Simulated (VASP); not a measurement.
Given:

```
Be2C
1.0
    0.00000     2.22134     2.22134
    2.22134     0.00000     2.22134
    2.22134     2.22134     0.00000
Be C
2 1
Cartesian
  1.11067   1.11067   1.11067
  3.33201   3.33201   3.33201
  0.00000   0.00000   0.00000
```

Calculation: revPBE GGA, VASP's PBE PAW potentials (set 64) (plane waves; VASP). Run with 520 eV cut-off, 9×9×9 Γ-centred mesh, Gaussian smearing of 0.050 eV, potentials Be C.

Question: Predict the energy per atom (σ→0), pressure.

Answer: 
- energy per atom (σ→0) = -5.524 eV/atom
- pressure = -10.49 GPa

Total energies compare only between runs with the same potentials, cut-off and functional.

The compound is Be2C in the antifluorite structure. This cell is one point of a volume scan, at 1.06 of the reference volume.
